Take a crystal of layered boron nitride, compress or stretch it by the same factor in every direction, and then let its shape relax while its volume is held fixed. In five such cells the energy released runs from 5.5 to 58 meV per atom. Two more cells were treated in the same way, with volumes of 9.182 and 9.768 Å³ per atom. How much energy do they release, and what shape do they end in?

Layered BN (P6₃/mmc, four atoms per cell) was computed with VASP 6.6.1 at the PBE-D3(BJ) level, using the recommended PAW potentials and no spin polarisation. The plane-wave cutoff is 520 eV, the k mesh 3×3×1 and the Gaussian smearing width 0.02 eV. Cell shape and atomic positions were relaxed at fixed volume, with a force threshold of 0.002 eV/Å.

```
volume (Å³/atom)     c/a  shortest distance (Å)  relaxed length a (Å)  relaxed length c (Å)  energy drop per atom (meV)
           8.889  2.8659                  1.402               2.50070                 6.566                       58.00
           9.182  2.8659                  1.417                     ?                     ?                           ?
           9.475  2.8658                  1.432               2.50470                 6.976                        5.90
           9.768  2.8659                  1.447                     ?                     ?                           ?
          10.061  2.8659                  1.461               2.50760                 7.391                        5.50
          10.354  2.8659                  1.475               2.50860                 7.600                       20.90
          10.647  2.8659                  1.489               2.50960                 7.808                       45.10
```

The volume, the ratio c/a and the shortest B–N distance describe each cell before relaxation. Here a is the edge within the layers, and c is the edge across them, which spans two layers. The relaxed lengths describe the final shape, and the energy drop per atom is the start energy less the final energy. The results come from density-functional theory with a correction for dispersion, a weak attraction between atoms that matters most across the gaps between the layers.

The relaxed lengths show which part of the crystal gives way. From the smallest known volume to the largest, relaxed a rises by only 0.4%, while relaxed c rises by 19%. The layers return to nearly the same size, and the gaps between them take up almost the whole change in volume. This is what the bonding leads a chemist to expect: strong covalent bonds hold each layer together, and only weak forces act between layers.

The energy drop should therefore measure how badly the start cell strains the layers. At fixed volume, widening the layers by 1% shortens c by about 2%, so a single number describes the change of shape. Near the best shape the energy has a minimum, and the cost of missing it grows with the square of the strain. Bonds also resist compression more than stretching, which calls for a smaller cubic term:

drop = K e² + G e³

Here e is the strain that relaxation removes, in percent: 100 times the natural logarithm of relaxed a over start a. It is positive when the layers expand. Fitted to the five known cells, K is 6.39 meV per atom per %² and G is 0.139 meV per atom per %³. A 1% misfit thus costs about 6 meV per atom, and a 2% misfit about four times as much.

The cell at 9.182 can be worked through in full; it took no part in the fit. A hexagonal cell of four atoms has the volume (√3/2) a² c, so its start edge follows from the volume per atom v:

start a = [8 v / (√3 c/a)]^(1/3) = 2.455 Å

This edge belongs to the cell before relaxation and serves only as the reference for the strain. The final edge is forecast separately: a smooth curve, quadratic in volume, through the five known relaxed edges gives a final a of 2.5028 Å. The layers must then expand by e = 1.925%, and the drop is

6.39 × 1.925² + 0.139 × 1.925³ ≈ 24.7 meV per atom

The forecast for this cell is a relaxed a of 2.5028 ± 0.0004 Å and a drop of about 24.7 meV per atom, with a range of 24.0 to 25.4. An error of 0.0004 Å in the relaxed edge would by itself shift the drop by 0.4 meV. Averaging the drops of the two neighbouring cells would give 32 meV, which is too high because the energy follows a curve and not a straight line.

At 9.768 the same average would suggest nearly 6 meV, but it overlooks something more important. The neighbour at 9.475 starts with its layers compressed, and the one at 10.061 starts with them stretched. Between the two lies a volume at which the common start shape is already right, and the fitted curve places it almost exactly at this cell. The forecast is a relaxed a of 2.5062 ± 0.0004 Å and a drop that is practically zero, 0 to 0.2 meV per atom.

Since the volume is fixed, c follows from a by geometry: 6.770 ± 0.003 Å for the first cell and 7.183 ± 0.003 Å for the second. These two values are no separate test of the physics.

The withheld rows as computed:

```
volume (Å³/atom)     c/a  shortest distance (Å)  relaxed length a (Å)  relaxed length c (Å)  energy drop per atom (meV)
           9.182  2.8659                  1.417               2.50290                 6.770                       24.60
           9.768  2.8659                  1.447               2.50630                 7.183                        0.00
```

Each computed value lies within its range. The drop at 9.182 is 24.6 meV per atom, about 0.1 meV below the forecast, and the cell at 9.768 releases no energy at the printed precision. Both relaxed edges were forecast about 0.0001 Å too short, and the c values agree to within 0.001 Å. This zero is largely built in. The volumes run from 0.91 to 1.09 times that of the cell at 9.768, so the other cells are scaled copies of it, and it had very probably been relaxed beforehand. The hit shows that the fit can recover this start shape from the other cells; it is no separate test of the bonding. Scaled copies of a cell with another c/a would have their zero at another volume.

The cubic term earns its place. With the square alone, fitted to the same five cells, the forecast at 9.182 would have been 23.8 meV, outside the range given. Per squared strain, the most compressed cell releases 6.8 meV and the most stretched one 6.0 meV. Stiffer bonds under compression explain the direction of this difference, although the calculation does not separate their share from that of the forces between layers.

The size of K can be checked against the stiffness of the layers. Divided by the volume per atom, and with the small share of the forces between layers neglected, it corresponds to about 1050 GPa, the stress per unit strain when a layer is stretched equally in both of its directions. The pressures left in the relaxed cells give a second, rougher estimate, which neglects any direct effect of the layer spacing on a. Between the smallest and the largest volume the pressure falls by 3.5 GPa while a grows by 0.36%, and the ratio is about 980 GPa. A stiffness near 1000 GPa thus roughly accounts for both the energy drops and the slight growth of the relaxed layers. All seven cells were computed with the same coarse k mesh, however, which could shift the drops, K and both stiffness estimates together. Their agreement does not show that the values would hold on a denser mesh.

For anyone who wants an energy–volume curve, the shape relaxation is essential. Before relaxation, the cell at 8.889 lies 64.5 meV per atom above the relaxed cell at 10.061 (58.0 + 6.5); afterwards only 6.5 meV remain. A curve drawn through the scaled cells would mostly record the stiffness of the layers and make the crystal seem far harder to compress than it is. The error in the energy vanishes only near the volume at which the start shape fits, and even there the curvature, which gives the compressibility, stays wrong.

The preferred distance between layers deserves less trust. After relaxation the cell at 9.768 keeps almost no pressure (0.015 GPa), and the cell at 10.061 has almost the same energy, so the calculation favours a c of 7.2 to 7.3 Å, whereas the measured value for hexagonal boron nitride is, as a rough recollection, 6.7 Å. The coarse k mesh, with a single point along the layer normal, or a different stacking of the layers could be responsible; neither was tested. The fits and the misses for both cells are printed below.

Output of the analysis:

```
fit of relaxed_length_a on 5 rows: constant 2.506 +/- 6.4e-05, coefficient of x 0.00502 +/- 6e-05, coefficient of x2 -0.001439 +/- 0.00012; rms 5.37e-05, worst 10.354 9.21e-05, leave-one-out rms 0.000208
  rows outside the fit (model, value, miss): 9.182 2.503, 2.503, -9.1e-05; 9.768 2.506, 2.506, -5.52e-05
fit of energy_drop_per_atom on 5 rows: coefficient of e2 6.427 +/- 0.19; rms 2.03, worst 8.889 -3.15, leave-one-out rms 3.72
  rows outside the fit (model, value, miss): 9.182 23.81, 24.6, -0.791; 9.768 4.701e-07, 0, 4.7e-07
fit of energy_drop_per_atom on 5 rows: coefficient of e2 6.39 +/- 0.0045, coefficient of e3 0.1386 +/- 0.0016; rms 0.0411, worst 10.061 -0.0687, leave-one-out rms 0.131
  rows outside the fit (model, value, miss): 9.182 24.66, 24.6, 0.0627; 9.768 4.675e-07, 0, 4.67e-07
Shape:
     row  start a (Å)  strain removed (%)  c from volume and fitted a (Å)  c computed (Å)
   8.889        2.429               2.921                           6.565           6.566
   9.182        2.455               1.925                            6.77            6.77
   9.475        2.481              0.9521                           6.976           6.976
   9.768        2.506          -0.0002705                           7.183           7.183
  10.061        2.531             -0.9314                            7.39           7.391
  10.354        2.555              -1.848                           7.599             7.6
  10.647        2.579              -2.739                           7.808           7.808
Drop over squared strain, 8.889 (meV per atom per %^2): 6.795
Drop over squared strain, 10.647 (meV per atom per %^2): 6.013
Plain average of neighbours for 9.182 (meV per atom): 31.95
Plain average of neighbours for 9.768 (meV per atom): 5.7
Change of the 9.182 drop forecast if a is off by 0.0004 Å (meV per atom): 0.4096
Rise of relaxed a, first to last row (%): 0.3559
Rise of relaxed c, first to last row (%): 18.92
Stiffness from the energy curvature (GPa): 1048
Stiffness from pressure and relaxed a, end rows (GPa): 984.6
Relaxed energy of 8.889 above relaxed 10.061 (meV per atom): 6.462
Relaxed energy of 10.647 above relaxed 10.061 (meV per atom): 2.237
Share of the start energy above relaxed 10.061 that is released, 8.889 (%): 89.97
```
